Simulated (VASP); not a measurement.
Here is a VASP 6.6.1 calculation.

INCAR

```
PREC     = Accurate       # precision mode
ENCUT    = 520            # plane-wave cutoff, eV
EDIFF    = 1E-6           # SCF threshold, eV
ISMEAR   = 0              # smearing method
SIGMA    = 0.03           # smearing width, eV
LREAL    = F              # projectors in reciprocal space
LASPH    = T              # aspherical terms in the spheres
NELM     = 150            # most SCF steps
ALGO     = Normal         # electronic algorithm
ISIF     = 2              # what is computed and relaxed
LWAVE    = F              # write WAVECAR
LCHARG   = F              # write CHGCAR
METAGGA  = R2SCAN         # meta-GGA
LMIXTAU  = T            
KPAR     = 4
```

The input KPOINTS:

```
Automatic mesh
0
Gamma
  4 4 4
```

File POSCAR:

```
Ga2Ge2O3                                
1.0
   -4.3159827229      4.3159827229      4.3159827229
    4.3159827229     -4.3159827229      4.3159827229
    4.3159827229      4.3159827229     -4.3159827229
  Ga              Ge              O             
     4     4     6
Direct
     0.0025773504103698    0.0025773504103698    0.0025773504103698
     0.0000000000000000    0.4974226495896302    0.5000000000000000
     0.5000000000000000    0.0000000000000000    0.4974226495896302
     0.4974226495896302    0.5000000000000000    0.0000000000000000
     0.5000000000000000    0.0000000000000000    0.1086980986793643
     0.1086980986793643    0.5000000000000000    0.0000000000000000
     0.0000000000000000    0.1086980986793643    0.5000000000000000
     0.3913019013206356    0.3913019013206356    0.3913019013206356
     0.3449744131524224    0.0949744131524225    0.2500000000000000
     0.1550255868475775    0.4050255868475776    0.7500000000000000
     0.7500000000000000    0.1550255868475775    0.4050255868475776
     0.2500000000000000    0.3449744131524224    0.0949744131524225
     0.4050255868475776    0.7500000000000000    0.1550255868475775
     0.0949744131524225    0.2500000000000000    0.3449744131524224
```

Potentials or basis: VASP PAW PBE potentials, release 64 (Ga_d, Ge_d, O).

Launch:

```bash
$ cat potpaw_PBE.64/Ga_d/POTCAR potpaw_PBE.64/Ge_d/POTCAR potpaw_PBE.64/O/POTCAR > POTCAR
$ mpirun -np 4 vasp_std > vasp.out
```

**Question.** Estimate the band gap on the k mesh.

**Answer.** 2.01 eV, indirect (least direct gap 2.44 eV).

**Question.** Predict the largest force.

**Answer.** 0.621 eV/Å.

**Question.** Predict the pressure.

**Answer.** -2.7 GPa.

Forces on the atoms (eV/Å):
```
Ga   0.202  0.202  0.202
Ga  -0.202  0.202 -0.202
Ga  -0.202 -0.202  0.202
Ga   0.202 -0.202 -0.202
Ge   0.358  0.358 -0.358
Ge  -0.358  0.358  0.358
Ge   0.358 -0.358  0.358
Ge  -0.358 -0.358 -0.358
O    0.000  0.000  0.191
O    0.000  0.000 -0.191
O   -0.191  0.000  0.000
O    0.191  0.000  0.000
O    0.000 -0.191  0.000
O    0.000  0.191  0.000
```

Caveat: the PAW data sets were made with another functional, which shifts forces and pressure a little. r2SCAN opens gaps a little over a GGA but as a rule still falls short of measured ones.
